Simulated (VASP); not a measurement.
All values below come from PBE GGA, VASP's PBE PAW potentials (set 64) (plane waves; VASP).

The input files of a VASP run:

File KPOINTS:
```
k-points along high-symmetry lines
15
Line-mode
Reciprocal
  0.000000   0.000000   0.000000 ! GAMMA
  0.500000   0.000000   0.500000 ! X

  0.500000   0.000000   0.500000 ! X
  0.625000   0.250000   0.625000 ! U

  0.375000   0.375000   0.750000 ! K
  0.000000   0.000000   0.000000 ! GAMMA

  0.000000   0.000000   0.000000 ! GAMMA
  0.500000   0.500000   0.500000 ! L

  0.500000   0.500000   0.500000 ! L
  0.500000   0.250000   0.750000 ! W

  0.500000   0.250000   0.750000 ! W
  0.500000   0.000000   0.500000 ! X
```

File POSCAR:
```
LiF
1
    0.0000000000     2.0277431153     2.0277431153
    2.0277431153     0.0000000000     2.0277431153
    2.0277431153     2.0277431153     0.0000000000
Li F
1 1
Direct
  0.0000000000   0.0000000000   0.0000000000
  0.5000000000   0.5000000000   0.5000000000
```

### INCAR
```
SYSTEM=LiF
PREC=Accurate; ENCUT=520; LREAL=.False.
LASPH=.True.; ICHARG=11
EDIFF=1E-6; NELM=100; ALGO=Normal
ISMEAR=0; SIGMA=0.05
GGA=PE
LWAVE=.False.; LCHARG=.False.
```

POTCAR, in this order: Li_sv F (PBE.64 set). Program: vasp_std. Read from the step before: CHGCAR.

The resulting files:

OUTCAR:
```
 ion  position               nearest neighbor table
   1  0.000  0.000  0.000-   2 2.03   2 2.03   2 2.03   2 2.03   2 2.03   2 2.03
   2  0.500  0.500  0.500-   1 2.03   1 2.03   1 2.03   1 2.03   1 2.03   1 2.03
  LATTYP: Found a face centered cubic cell.
 ALAT       =     4.0554862306
 Subroutine PRICEL returns:
 Original cell was already a primitive cell.
 Subroutine GETGRP returns: Found 48 space group operations
The static configuration has the point symmetry O_h .
The dynamic configuration has the point symmetry O_h .
 Subroutine INISYM returns: Found 48 space group operations
   k-points           NKPTS =     90   k-points in BZ     NKDIM =     90   number of bands    NBANDS=      9
   number of dos      NEDOS =    301   number of ions     NIONS =      2
   total plane-waves  NPLWV =  13824
   dimension x,y,z NGX =    24 NGY =   24 NGZ =   24
   dimension x,y,z NGXF=    48 NGYF=   48 NGZF=   48
   ions per type =               1   1
   PREC   = accura    normal or accurate (medium, high low for compatibility)
   ISTART =      0    job   : 0-new  1-cont  2-samecut
   ICHARG =     11    charge: 1-file 2-atom 10-const
   ISPIN  =      1    spin polarized calculation?
   LNONCOLLINEAR =      F non collinear calculations
   LSORBIT =      F    spin-orbit coupling
   INIWAV =      1    electr: 0-lowe 1-rand  2-diag
   ENCUT  =  520.0 eV  38.22 Ry    6.18 a.u.   5.33  5.33  5.33*2*pi/ulx,y,z
   NELM   =    100;   NELMIN=  2; NELMDL= -5     # of ELM steps
   EDIFF  = 0.1E-05   stopping-criterion for ELM
   LREAL  =      F    real-space projection
   NLSPLINE    = F    spline interpolate recip. space projectors
   LMAXMIX     =    2 max onsite mixed and CHGCAR
   VOSKOWN=      0    Vosko Wilk Nusair interpolation
   EDIFFG = 0.1E-04   stopping-criterion for IOM
   NSW    =      0    number of steps for IOM
   NBLOCK =      1;   KBLOCK =      1    inner block; outer block
   IBRION =     -1    ionic relax: 0-MD 1-quasi-New 2-CG
   NFREE  =      0    steps in history (QN), initial steepest desc. (CG)
   ISIF   =      2    stress and relaxation
   ISYM   =      2    0-nonsym 1-usesym 2-fastsym
   TEIN   =    0.0    initial temperature
   TEBEG  =    0.0;   TEEND  =   0.0 temperature during run
...
```

**OSZICAR**
```
       N       E                     dE             d eps       ncg     rms          rms(c)
DAV:   1     0.327907709036E+02    0.32791E+02   -0.56231E+03  1725   0.113E+03
DAV:   2    -0.839974843971E+01   -0.41191E+02   -0.40246E+02  1756   0.205E+02
DAV:   3    -0.938968703636E+01   -0.98994E+00   -0.98810E+00  2317   0.310E+01
DAV:   4    -0.939839170019E+01   -0.87047E-02   -0.87013E-02  2058   0.247E+00
DAV:   5    -0.939844189532E+01   -0.50195E-04   -0.50195E-04  2145   0.130E-01
DAV:   6    -0.939844263600E+01   -0.74068E-06   -0.74065E-06  2053   0.107E-02
   1 F= -.93984426E+01 E0= -.93984426E+01  d E =-.454695E-21
```

OUTCAR:
```
 val. band max:       -1.1393951769   @ k =   0.0536   0.0536   0.1071

 cond. band min:       7.7680061636   @ k =   0.0000   0.0000   0.0000



 k-point     1 :       0.0000    0.0000    0.0000
  band No.  band energies     occupation
      1     -42.1072      2.00000
      2     -21.0595      2.00000
      3      -1.1404      2.00000
      4      -1.1404      2.00000
      5      -1.1404      2.00000
      6       7.7680      0.00000
      7      22.5572      0.00000
      8      22.5597      0.00000
      9      22.7662      0.00000

 k-point     2 :       0.0357    0.0000    0.0357
  band No.  band energies     occupation
      1     -42.1063      2.00000
      2     -21.0526      2.00000
      3      -1.1739      2.00000
      4      -1.1530      2.00000
      5      -1.1530      2.00000
      6       7.8230      0.00000
      7      21.9340      0.00000
      8      21.9439      0.00000
      9      22.4470      0.00000

 k-point     3 :       0.0714    0.0000    0.0714
  band No.  band energies     occupation
      1     -42.1036      2.00000
      2     -21.0326      2.00000
      3      -1.2729      2.00000
      4      -1.1901      2.00000
      5      -1.1901      2.00000
      6       7.9825      0.00000
      7      21.2486      0.00000
      8      21.2641      0.00000
      9      21.7565      0.00000

 k-point     4 :       0.1071    0.0000    0.1071
  band No.  band energies     occupation
      1     -42.0994      2.00000
      2     -21.0003      2.00000
      3      -1.4339      2.00000
      4      -1.2496      2.00000
      5      -1.2496      2.00000
      6       8.2418      0.00000
      7      20.6630      0.00000
      8      20.6667      0.00000
      9      20.7876      0.00000

 k-point     5 :       0.1429    0.0000    0.1429
  band No.  band energies     occupation
      1     -42.0939      2.00000
      2     -20.9563      2.00000
      3      -1.6507      2.00000
      4      -1.3283      2.00000
...
```

The density is held fixed in this step, so its total energy and stress have no physical meaning.

The compound is LiF in the rock salt structure. It was relaxed first.
